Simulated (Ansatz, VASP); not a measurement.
**Two plane-wave programs on Li2HfTe3W**

```
Li Hf Te W
1.0
     5.12725    0.00000    0.00000
     0.00000    5.12725    0.00000
     0.00000    0.00000    8.19885
Li Hf Te W
2 1 3 1
Cartesian
  0.0000 2.5636 0.0000
  2.5636 0.0000 0.0000
  0.0000 0.0000 0.0000
  0.0000 0.0000 5.5459
  0.0000 0.0000 2.6529
  2.5636 2.5636 0.0000
  2.5636 2.5636 4.0994
```

Alike in both runs: functional PBE; k mesh 4 × 4 × 2; occupations gaussian, width 0.2 eV; no spin polarisation.

Ansatz relaxed the structure, and its values are those at the end. VASP's run is a single point on that final structure, the one shown.

|  | VASP | Ansatz |
| --- | --- | --- |
| version | VASP 6.6.1 | Ansatz 0.2.0 |
| potentials or method | VASP PAW PBE potentials, release 64 (Li_sv, Hf_pv, Te, W_sv) | scalar-relativistic, plane waves, PAW |
| plane-wave cutoff (eV) | 520 | 420 |
| valence electrons in the cell | 48 | 94 |

|  | VASP | Ansatz | Ansatz less VASP |
| --- | --- | --- | --- |
| gap on the k mesh at the Fermi level (eV) | none | none | - |
| rms of the force components (eV/Å) | 0.007 | 0.002 | -0.0052 |

A gap of «none» marks a metal or a gap that the smearing closes. With one functional, cell and mesh, what is left measures potentials, basis and numerics. The two sets of potentials don't hold the same shells in valence.

Caveats: the k mesh is coarse (spacing up to 0.38 Å⁻¹), so the values aren't converged. The runs have no spin-orbit coupling, so splittings on Hf, Te, W are missing.
